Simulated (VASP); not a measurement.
All values below come from PBEsol GGA, VASP's PBE PAW potentials (set 64) (plane waves; VASP).

Input for VASP

### INCAR
```
SYSTEM=WSi2
PREC=Accurate; ENCUT=500; LREAL=.FALSE.
LASPH=.TRUE.
EDIFF=1E-6; NELM=100; ALGO=Normal
LMAXMIX=6
ISMEAR=1; SIGMA=0.1
GGA=PS
IBRION=2; NSW=40; ISIF=3
EDIFFG=-0.02
LWAVE=.FALSE.; LCHARG=.FALSE.
```

### POSCAR
```
WSi2
1.0
 -1.6017579832   1.6017579832   3.9118834487
  1.6017579832  -1.6017579832   3.9118834487
  1.6017579832   1.6017579832  -3.9118834487
Si W
2 1
Cartesian
 -0.0000000000   0.0000000000   5.2070866246
 -0.0000000000   0.0000000000   2.6166802728
  0.0000000000   0.0000000000   0.0000000000
```

### KPOINTS
```
Automatic mesh
0
Gamma
13 13 13
0 0 0
```

POTCAR, in this order: Si W_sv (PBE.64 set). Program: vasp_std.

The resulting files:

**OUTCAR**
```
 ion  position               nearest neighbor table
   1  0.666  0.666  0.000-   2 2.59   3 2.61   3 2.61   3 2.61   3 2.61   3 2.62   2 2.62   2 2.62
                             2 2.62   2 2.62
   2  0.334  0.334  0.000-   1 2.59   3 2.61   3 2.61   3 2.61   3 2.61   3 2.62   1 2.62   1 2.62
                             1 2.62   1 2.62
   3  0.000  0.000  0.000-   1 2.61   1 2.61   2 2.61   1 2.61   2 2.61   2 2.61   1 2.61   2 2.61
                             1 2.62   2 2.62
  LATTYP: Found a body centered tetragonal cell.
 ALAT       =     3.2035159664
 C/A-ratio  =     2.4422437657
 Subroutine PRICEL returns:
 Original cell was already a primitive cell.
 Subroutine GETGRP returns: Found 16 space group operations
The static configuration has the point symmetry D_4h.
The dynamic configuration has the point symmetry D_4h.
 Subroutine INISYM returns: Found 16 space group operations
 Subroutine IBZKPT returns following result:
 Found    196 irreducible k-points:

 Following reciprocal coordinates:
            Coordinates               Weight
  0.000000  0.000000  0.000000      1.000000
  0.076923  0.000000 -0.000000      8.000000
  0.153846  0.000000 -0.000000      8.000000
  0.230769  0.000000 -0.000000      8.000000
...
```

### OSZICAR
```
       N       E                     dE             d eps       ncg     rms          rms(c)
DAV:   1     0.120637599397E+03    0.12064E+03   -0.10984E+04  5880   0.144E+03
DAV:   2    -0.233298218542E+02   -0.14397E+03   -0.14186E+03  6706   0.352E+02
DAV:   3    -0.274868956353E+02   -0.41571E+01   -0.40496E+01  7861   0.510E+01
DAV:   4    -0.275163664690E+02   -0.29471E-01   -0.29448E-01  6741   0.505E+00
DAV:   5    -0.275167335309E+02   -0.36706E-03   -0.36705E-03  7875   0.564E-01    0.264E+01
DAV:   6    -0.267620257411E+02    0.75471E+00   -0.41490E+00  7119   0.154E+01    0.931E+00
DAV:   7    -0.266653982572E+02    0.96627E-01   -0.26851E-01  6566   0.311E+00    0.454E+00
DAV:   8    -0.266410827588E+02    0.24315E-01   -0.45357E-02  7672   0.182E+00    0.296E-01
DAV:   9    -0.266405168899E+02    0.56587E-03   -0.12598E-03  7042   0.287E-01    0.168E-01
DAV:  10    -0.266403848137E+02    0.13208E-03   -0.31140E-04  7217   0.179E-01    0.388E-02
DAV:  11    -0.266403795491E+02    0.52645E-05   -0.32334E-05  7511   0.469E-02    0.149E-02
DAV:  12    -0.266403795010E+02    0.48168E-07   -0.11842E-06  4690   0.831E-03
   1 F= -.26640380E+02 E0= -.26640360E+02  d E =-.266404E+02
       N       E                     dE             d eps       ncg     rms          rms(c)
DAV:   1    -0.266408378658E+02   -0.45832E-03   -0.12790E-02  6769   0.125E+00    0.203E-01
DAV:   2    -0.266404371872E+02    0.40068E-03   -0.19001E-03  6892   0.365E-01    0.502E-02
DAV:   3    -0.266403786990E+02    0.58488E-04   -0.10520E-04  7119   0.750E-02    0.244E-02
DAV:   4    -0.266403620714E+02    0.16628E-04   -0.37981E-05  7364   0.520E-02    0.113E-02
DAV:   5    -0.266403624500E+02   -0.37851E-06   -0.22358E-06  5016   0.131E-02
   2 F= -.26640362E+02 E0= -.26640342E+02  d E =0.170510E-04
       N       E                     dE             d eps       ncg     rms          rms(c)
DAV:   1    -0.266405519035E+02   -0.18983E-03   -0.40089E-03  6769   0.698E-01    0.115E-01
DAV:   2    -0.266404252466E+02    0.12666E-03   -0.60918E-04  6900   0.206E-01    0.281E-02
DAV:   3    -0.266404069674E+02    0.18279E-04   -0.33317E-05  7056   0.418E-02    0.137E-02
DAV:   4    -0.266404013637E+02    0.56037E-05   -0.11854E-05  7357   0.290E-02    0.610E-03
DAV:   5    -0.266404011377E+02    0.22605E-06   -0.65767E-07  3185   0.729E-03
   3 F= -.26640401E+02 E0= -.26640381E+02  d E =-.216367E-04
```

File OUTCAR:
```
------------------------ aborting loop because EDIFF is reached ----------------------------------------
  FORCE on cell =-STRESS in cart. coord.  units (eV):
  Direction    XX          YY          ZZ          XY          YZ          ZX
  --------------------------------------------------------------------------------------
  Total        0.0178325      0.0178325      0.0059998      0.0000000     -0.0000000      0.0000000
  in kB        0.7120135      0.7120135      0.2395580      0.0000000     -0.0000000      0.0000000
  external PRESSURE =       0.5545284 kB  Pullay stress =       0.0000000 kB
  volume of cell :       40.13
      direct lattice vectors                 reciprocal lattice vectors
    -1.601840061  1.601840061  3.909628076     0.000000000  0.312141026  0.127889403
     1.601840061 -1.601840061  3.909628076     0.312141026  0.000000000  0.127889403
     1.601840061  1.601840061 -3.909628076     0.312141026  0.312141026  0.000000000
 POSITION                                       TOTAL-FORCE (eV/Angst)
 -----------------------------------------------------------------------------------
      0.00000      0.00000      5.20400         0.000000      0.000000     -0.000347
      0.00000      0.00000      2.61526        -0.000000     -0.000000      0.000347
      0.00000      0.00000     -0.00000         0.000000      0.000000     -0.000000
 -----------------------------------------------------------------------------------
    total drift:                               -0.000000      0.000000      0.000000
  FREE ENERGIE OF THE ION-ELECTRON SYSTEM (eV)
  ---------------------------------------------------
  free  energy   TOTEN  =       -26.6404011377 eV

  energy  without entropy=      -26.6403408394  energy(sigma->0) =      -26.64038104

 reached required accuracy - stopping structural energy minimisation
```
(Selected blocks of OUTCAR.)

File CONTCAR:
```
WSi2
   1.00000000000000
    -1.6018400606780721    1.6018400606780721    3.9096280755162556
     1.6018400606780721   -1.6018400606780721    3.9096280755162556
     1.6018400606780721    1.6018400606780721   -3.9096280755162556
  Si              W
     2     1
Direct
     0.6655364186778417    0.6655364186778417    0.0000000000000000
     0.3344635813221583    0.3344635813221583    0.0000000000000000
     0.0000000000000000    0.0000000000000000    0.0000000000000000
```

### OUTCAR
```
 val. band max:       11.9621203756   @ k =  -0.3846  -0.4615   0.3846

 cond. band min:      12.0360151726   @ k =  -0.3846  -0.4615   0.3077


 Fermi energy:        12.0118742218

 k-point     1 :       0.0000    0.0000    0.0000
  band No.  band energies     occupation
      1     -61.8196      2.00000
      2     -26.0923      2.00000
      3     -26.0651      2.00000
      4     -26.0651      2.00000
      5      -2.1659      2.00000
      6       5.0593      2.00000
      7       8.2403      2.00000
      8       8.5781      2.00000
      9       9.1122      2.00000
     10       9.1122      2.00000
     11      12.5976     -0.00000
     12      14.7856      0.00000
     13      14.8442      0.00000
     14      15.1030      0.00000
     15      15.1030      0.00000

 k-point     2 :       0.0769    0.0000   -0.0000
  band No.  band energies     occupation
      1     -61.8192      2.00000
      2     -26.0913      2.00000
      3     -26.0783      2.00000
      4     -26.0639      2.00000
      5      -2.0518      2.00000
      6       5.0711      2.00000
      7       7.8776      2.00000
      8       8.5825      2.00000
      9       9.1885      2.00000
     10       9.2601      2.00000
     11      12.1536     -0.06221
     12      14.4517      0.00000
     13      14.7177      0.00000
     14      15.1899      0.00000
     15      15.6112      0.00000

 k-point     3 :       0.1538    0.0000   -0.0000
  band No.  band energies     occupation
      1     -61.8179      2.00000
      2     -26.1149      2.00000
      3     -26.0885      2.00000
      4     -26.0606      2.00000
      5      -1.7142      2.00000
      6       5.0680      2.00000
      7       7.2007      2.00000
      8       8.5202      2.00000
      9       9.4065      2.00000
     10       9.4332      2.00000
     11      11.3673      2.00000
     12      13.6891     -0.00000
     13      14.3146      0.00000
     14      15.9793      0.00000
     15      16.3700      0.00000
...
```

Unless said otherwise, spin-orbit coupling is left out, though it shifts the bands of the heavy elements here.

The compound is WSi2 in the MoSi2 type structure. This run relaxes it. Symmetry was kept, so distortions that lower it aren't found.
